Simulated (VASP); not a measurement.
A convergence study with VASP on KZnF₃ (cubic perovskite): one setting is varied, all else stays as given below, so the limit is that of these other settings.

```
CELL_PARAMETERS angstrom
      4.05000     0.00000     0.00000
      0.00000     4.05000     0.00000
      0.00000     0.00000     4.05000
ATOMIC_POSITIONS crystal
  K  0.00000 0.00000 0.00000
  Zn 0.50000 0.50000 0.50000
  F  0.50000 0.00000 0.50000
  F  0.00000 0.50000 0.50000
  F  0.50000 0.50000 0.00000
```

These are PBE GGA, VASP's PBE PAW potentials (set 64) (plane waves; VASP) values and carry that method's errors. The tightest run used: 700 eV cut-off, 14×14×14 Γ-centred mesh, Gaussian smearing of 0.050 eV, potentials K_sv Zn F.

The reference is 14×14×14 mesh, which took about 10 core-minutes. Times come from single runs on busy shared machines, so they are rough: good to a factor of about 2.

### Question
Of the settings 1×1×1 mesh; 2×2×2 mesh; 3×3×3 mesh; 4×4×4 mesh; 5×5×5 mesh; 6×6×6 mesh; 7×7×7 mesh; 8×8×8 mesh; 9×9×9 mesh; 10×10×10 mesh; 11×11×11 mesh; 12×12×12 mesh; 13×13×13 mesh; 14×14×14 mesh, which is the lowest that keeps the difference from the reference in the stress, largest component (GPa) within 0.2 from there on, and what does it cost?

### Answer
2×2×2 mesh; its cost over the reference is about 1/20.
| setting | difference in the stress, largest component (GPa) | cost over the reference |
|---|---|---|
| 1×1×1 mesh | 1.78 | about 1/50 |
| 2×2×2 mesh | 0.05 | about 1/20 |
| 3×3×3 mesh | 0.01 | about 1/30 |
| 4×4×4 mesh | 0.01 | about 1/10 |
| 5×5×5 mesh | 0.02 | about 1/10 |
| 6×6×6 mesh | 0.01 | about 1/5 |
| 7×7×7 mesh | 0.02 | about 1/6 |
| 8×8×8 mesh | 0.02 | about 1/3 |
| 9×9×9 mesh | 0.00 | about 1/4 |
| 10×10×10 mesh | 0.03 | about 1/2 |
| 11×11×11 mesh | 0.01 | about 1/2 |
| 12×12×12 mesh | 0.03 | within a factor of 2 |
| 13×13×13 mesh | 0.00 | within a factor of 2 |
| 14×14×14 mesh | 0.00 | reference |

Left out are rungs that failed or repeat a setting and relaxations that didn't move; long series are thinned to 24 rows.

The compound is KZnF3 in the cubic perovskite structure. The cell was not relaxed at this level.
